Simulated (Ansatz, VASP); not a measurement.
## Cross-check of Al5W between VASP and Ansatz

Wanted: the spread between two codes on one cell, functional and k mesh. The cell is taken from a series of runs on this material, whose earlier steps may have relaxed, scaled, displaced or heated it; both programs get it as it stands.

Calculated with Ansatz 0.2.0; plane waves, with VASP 6.6.1 beside it; single point at LDA.

## Step 1: Starting point

The structure is hexagonal, space group P6_322 (No. 182). The conventional cell has a = 4.864 Å, b = 4.864 Å, c = 8.832 Å, α = 90.00°, β = 90.00°, γ = 120.00°. Nearest to W lie 12 Al at 2.73 to 2.81 Å. Nearest to Al lie 2 W at 2.73 Å and 10 Al at 2.73 to 2.84 Å. Nearest to Al lie 9 Al at 2.73 to 2.81 Å and 3 W at 2.81 Å. Al has 9 Al at 2.75 to 2.81 Å and 3 W at 2.81 Å nearest. Farther neighbours are not listed.

As a file:

```cif
data_structure
_symmetry_space_group_name_H-M 'P6_322'
_symmetry_Int_Tables_number 182
_cell_length_a 4.8637
_cell_length_b 4.8637
_cell_length_c 8.8322
_cell_angle_alpha 90.000
_cell_angle_beta 90.000
_cell_angle_gamma 120.000
_cell_volume 180.94
loop_
_atom_site_label
_atom_site_type_symbol
_atom_site_symmetry_multiplicity
_atom_site_Wyckoff_symbol
_atom_site_fract_x
_atom_site_fract_y
_atom_site_fract_z
_atom_site_occupancy
W1 W 2 c 0.66667 0.33333 0.75000 1
Al1 Al 6 g 0.66251 0.66251 0.50000 1
Al2 Al 2 d 0.66667 0.33333 0.25000 1
Al3 Al 2 b 0.00000 0.00000 0.25000 1
```

## Step 2: VASP: single point, LDA

With cell and atoms fixed, the geometry can't cause a difference; cores, projectors, grids and the points listed under the comparison can.

Lines of VASP's logs that name or quote its potential files are left out, and so is its time.

The input, INCAR:

```
SYSTEM = Al5W
PREC = Accurate
ENCUT = 600
EDIFF = 1E-06
NELM = 120
ISMEAR = -1
SIGMA = 0.05
LREAL = .FALSE.
ALGO = Normal
GGA = PW92
NBANDS = 33
LASPH = .TRUE.
LORBIT = 11
LWAVE = .FALSE.
LCHARG = .FALSE.
ISIF = 2
GGA_COMPAT = .FALSE.
KPAR = 2
```

The input, POSCAR:

```
Al5W
1.0
    4.8637097336      0.0000000000      0.0000000000
   -2.4318548668      4.2120961860      0.0000000000
    0.0000000000      0.0000000000      8.8321731200
W Al
2 10
Direct
    0.6666666666      0.3333333332      0.7500000000
    0.3333333332      0.6666666666      0.2500000000
    0.6625125699      0.6625125699      0.5000000000
    0.9999999999      0.6625125699      0.0000000000
    0.6625125699      0.9999999999      0.0000000000
    0.3374874299      0.9999999999      0.5000000000
    0.9999999999      0.3374874299      0.5000000000
    0.3374874299      0.3374874299      0.0000000000
    0.6666666666      0.3333333332      0.2500000000
    0.3333333332      0.6666666666      0.7500000000
    0.9999999999      0.9999999999      0.2500000000
    0.9999999999      0.9999999999      0.7500000000
```

The input, KPOINTS:

```
Automatic mesh
0
Gamma
12 12 4
0 0 0
```

PAW data sets: W and Al (LDA family, release 64).

Launch:

```sh
> mpirun -np 2 vasp_std
```

Numbers of over 12 decimals in the logs are rounded to 6 here.

The program printed:

```text
[banner, memory and clock lines left out]
running    2 mpi-ranks, on    1 nodes
 distrk:  each k-point on    1 cores,    2 groups
 distr:  one band on    1 cores,    1 groups

 POSCAR found type information on POSCAR W Al
 POSCAR found :  2 types and      12 ions
|                                                                             |
|               ----> ADVICE to this user running VASP <----                  |
|                                                                             |
|     You enforced a specific xc type in the INCAR file but a different       |
|     [... a line on the potential file left out ...]
|     I HOPE YOU KNOW WHAT YOU ARE DOING!                                     |
|                                                                             |

 LDA part: xc-table for (Slater(with rela. corr.)+PW92), standard interpolation
 POSCAR, INCAR and KPOINTS ok, starting setup
 FFT: planning ... GRIDC
 FFT: planning ... GRID_SOFT
 FFT: planning ... GRID
 WAVECAR not read
 entering main loop
       N       E                     dE             d eps       ncg     rms          rms(c)
DAV:   1     0.702668592186E+02    0.70267E+02   -0.17425E+04  3762   0.119E+03
DAV:   2    -0.649978920778E+02   -0.13526E+03   -0.12636E+03  4473   0.178E+02
DAV:   3    -0.739360563478E+02   -0.89382E+01   -0.85722E+01  5076   0.393E+01
DAV:   4    -0.741587431418E+02   -0.22269E+00   -0.22165E+00  4708   0.617E+00
DAV:   5    -0.741623594994E+02   -0.36164E-02   -0.36142E-02  5027   0.862E-01    0.267E+01
DAV:   6    -0.728444368127E+02    0.13179E+01   -0.58585E+00  5039   0.851E+00    0.991E+00
DAV:   7    -0.725216508857E+02    0.32279E+00   -0.32139E+00  5001   0.695E+00    0.740E+00
DAV:   8    -0.722339899380E+02    0.28766E+00   -0.68875E-01  5007   0.362E+00    0.536E-01
DAV:   9    -0.722340935991E+02   -0.10366E-03   -0.61204E-02  4846   0.976E-01    0.357E-01
DAV:  10    -0.722329058201E+02    0.11878E-02   -0.20191E-03  4502   0.193E-01    0.228E-01
DAV:  11    -0.722326841976E+02    0.22162E-03   -0.11276E-03  4855   0.115E-01    0.618E-02
DAV:  12    -0.722326648594E+02    0.19338E-04   -0.10088E-04  4618   0.379E-02    0.161E-02
DAV:  13    -0.722326659025E+02   -0.10430E-05   -0.94323E-06  5314   0.121E-02    0.118E-02
DAV:  14    -0.722326649603E+02    0.94216E-06   -0.74849E-06  4654   0.101E-02
   1 F= -.72232665E+02 E0= -.72226708E+02  d E =-.119147E-01
```

From OUTCAR (step 2):

```text
ion  position               nearest neighbor table
   1  0.667  0.333  0.750-   7 2.73   5 2.73   4 2.73   6 2.73   8 2.73   3 2.73  12 2.81  10 2.81
                            10 2.81  12 2.81  12 2.81  10 2.81
   2  0.333  0.667  0.250-   4 2.73   6 2.73   7 2.73   5 2.73   3 2.73   8 2.73  11 2.81   9 2.81
                             9 2.81  11 2.81  11 2.81   9 2.81
   3  0.663  0.663  0.500-   2 2.73  10 2.73   9 2.73   1 2.73  11 2.75  12 2.75   7 2.79   7 2.79
                             6 2.79   6 2.79   6 2.84   7 2.84
   4  1.000  0.663  0.000-   2 2.73  10 2.73   9 2.73   1 2.73  11 2.75  12 2.75   8 2.79   8 2.79
                             5 2.79   5 2.79   5 2.84   8 2.84
   5  0.663  1.000  0.000-   1 2.73   9 2.73   2 2.73  10 2.73  11 2.75  12 2.75   4 2.79   8 2.79
                             8 2.79   4 2.79   4 2.84   8 2.84
   6  0.337  1.000  0.500-   2 2.73  10 2.73   9 2.73   1 2.73  11 2.75  12 2.75   3 2.79   7 2.79
                             7 2.79   3 2.79   3 2.84   7 2.84
   7  1.000  0.337  0.500-   1 2.73   9 2.73   2 2.73  10 2.73  11 2.75  12 2.75   3 2.79   3 2.79
                             6 2.79   6 2.79   6 2.84   3 2.84
   8  0.337  0.337  0.000-   1 2.73   9 2.73   2 2.73  10 2.73  11 2.75  12 2.75   4 2.79   4 2.79
                             5 2.79   5 2.79   5 2.84   4 2.84
   9  0.667  0.333  0.250-   7 2.73   5 2.73   4 2.73   6 2.73   8 2.73   3 2.73  11 2.81   2 2.81
                             2 2.81  11 2.81  11 2.81   2 2.81
  10  0.333  0.667  0.750-   4 2.73   6 2.73   7 2.73   5 2.73   3 2.73   8 2.73  12 2.81   1 2.81
                             1 2.81  12 2.81  12 2.81   1 2.81
  11  1.000  1.000  0.250-   5 2.75   6 2.75   3 2.75   4 2.75   7 2.75   8 2.75   2 2.81   9 2.81
                             2 2.81   9 2.81   9 2.81   2 2.81
  12  1.000  1.000  0.750-   5 2.75   6 2.75   3 2.75   4 2.75   7 2.75   8 2.75   1 2.81  10 2.81
                            10 2.81   1 2.81   1 2.81  10 2.81

  LATTYP: Found a hexagonal cell.
 ALAT       =     4.8637097336
 C/A-ratio  =     1.8159334343

 Subroutine GETGRP returns: Found 12 space group operations
 (whereof  6 operations were pure point group operations)

The static configuration has the point symmetry D_3 .
 The point group associated with its full space group is D_6 .

 Found     57 irreducible k-points:

   k-points           NKPTS =     57   k-points in BZ     NKDIM =     57   number of bands    NBANDS=     33

   dimension x,y,z NGX =    40 NGY =   40 NGZ =   72
   dimension x,y,z NGXF=    80 NGYF=   80 NGZF=  144

   ENCUT  =  600.0 eV  44.10 Ry    6.64 a.u.   9.71  9.71 17.64*2*pi/ulx,y,z

   NELECT =      42.0000    total number of electrons

 k-points in reciprocal lattice and weights: Automatic mesh
   0.00000000  0.00000000  0.00000000       0.002
   0.08333333  0.00000000  0.00000000       0.010
   0.16666667 -0.00000000  0.00000000       0.010
   0.25000000 -0.00000000  0.00000000       0.010
   0.33333333  0.00000000  0.00000000       0.010
   0.41666667 -0.00000000  0.00000000       0.010
   0.50000000 -0.00000000  0.00000000       0.005
   0.08333333  0.08333333  0.00000000       0.010
   0.16666667  0.08333333  0.00000000       0.021
[...]
0.33333333  0.25000000  0.50000000       0.021
   0.33333333  0.33333333  0.50000000       0.003

 average (electrostatic) potential at core
       1 -36.9992       2 -36.9992       3 -69.9730       4 -69.9730       5 -69.9730
       6 -69.9730       7 -69.9730       8 -69.9730       9 -69.7851      10 -69.7851
      11 -69.9903      12 -69.9903

 E-fermi :   8.4615

 k-point     1 :       0.0000    0.0000    0.0000
  band No.  band energies     occupation
    ...
     20       7.3865      2.00000
     21       7.8388      1.99999
     22       7.8388      1.99999
     23       8.4234      1.36405
     24       8.4234      1.36405
     25       9.0139      0.00003
     26       9.9230      0.00000
     27       9.9230      0.00000
     28      10.1625      0.00000
     29      11.1916      0.00000
    ...

 k-point     2 :       0.0833    0.0000    0.0000
  band No.  band energies     occupation
    ...
     19       6.9532      2.00000
     20       7.4972      2.00000
     21       7.6602      2.00000
     22       7.8450      1.99999
     23       8.4715      0.90010
     24       8.6364      0.05875
     25       9.2969      0.00000
     26       9.9683      0.00000
     27      10.0152      0.00000
     28      10.3312      0.00000
    ...

 k-point     3 :       0.1667   -0.0000    0.0000
  band No.  band energies     occupation
    ...
     18       7.0292      2.00000
     19       7.0679      2.00000
     20       7.2188      2.00000
     21       7.8248      1.99999
     22       8.1751      1.99352
     23       8.6668      0.03242
     24       9.3251      0.00000
     25       9.5754      0.00000
     26      10.0683      0.00000
     27      10.2055      0.00000
    ...

  Total       -2.5741669     -2.5741669     -3.7388566      0.0000000      0.0000000      0.0000000
  in kB      -22.7936447    -22.7936447    -33.1066994      0.0000000      0.0000000      0.0000000
  external PRESSURE =     -26.2313296 kB  Pullay stress =       0.0000000 kB

  energy-cutoff  :      600.00
  volume of cell :      180.94
      direct lattice vectors                 reciprocal lattice vectors
     4.863709734  0.000000000  0.000000000     0.205604375  0.118705741  0.000000000
    -2.431854867  4.212096186  0.000000000     0.000000000  0.237411483  0.000000000
     0.000000000  0.000000000  8.832173120     0.000000000  0.000000000  0.113222418

 POSITION                                       TOTAL-FORCE (eV/Angst)
 -----------------------------------------------------------------------------------
      2.43185      1.40403      6.62413        -0.000000     -0.000000     -0.000000
     -0.00000      2.80806      2.20804         0.000000     -0.000000     -0.000000
      1.61113      2.79057      4.41609        -0.029108     -0.050416     -0.000000
      3.25258      2.79057      0.00000         0.029108     -0.050416     -0.000000
      0.79041      4.21210      0.00000        -0.058215     -0.000000      0.000000
     -0.79041      4.21210      4.41609         0.058215      0.000000      0.000000
      4.04299      1.42153      4.41609        -0.029108      0.050416     -0.000000
      0.82072      1.42153      0.00000         0.029108      0.050416     -0.000000
      2.43185      1.40403      2.20804        -0.000000      0.000000     -0.000000
     -0.00000      2.80806      6.62413        -0.000000     -0.000000     -0.000000
      2.43185      4.21210      2.20804         0.000000      0.000000     -0.000000
      2.43185      4.21210      6.62413        -0.000000     -0.000000     -0.000000
 -----------------------------------------------------------------------------------
    total drift:                               -0.000000     -0.000000      0.000000

  FREE ENERGIE OF THE ION-ELECTRON SYSTEM (eV)
  ---------------------------------------------------
  free  energy   TOTEN  =       -72.2326649603 eV

  energy  without entropy=      -72.2207502277  energy(sigma->0) =      -72.22670759

 total charge
# of ion       s       p       d       tot
------------------------------------------
    1        0.558   0.547   4.302   5.407
    2        0.558   0.547   4.302   5.407
    3        0.431   0.397   0.000   0.828
    4        0.431   0.397   0.000   0.828
    5        0.431   0.397   0.000   0.828
    6        0.431   0.397   0.000   0.828
    7        0.431   0.397   0.000   0.828
    8        0.431   0.397   0.000   0.828
    9        0.410   0.415   0.000   0.825
   10        0.410   0.415   0.000   0.825
   11        0.414   0.385   0.000   0.799
   12        0.414   0.385   0.000   0.799
--------------------------------------------------
tot          5.353   5.072   8.605  19.030

[... 3 further parts left out ...]
```

The run ends at a pressure of -2.62 GPa, with forces up to 0.058 eV/Å.

(Continued in part 2 of 2.)

[Lines on the potential files, build, host, timing and source positions are cut from VASP's logs without a mark.]

[Logs are printed without paths, hosts, clocks, repeated set-up lines and the standing remarks that a program may print on its own settings, such as how far it seeks lower states.]

[Hosts, paths, dates, database ids (printed as entryN), source tags and the programs' standing remarks are cut or masked in the printed files.]
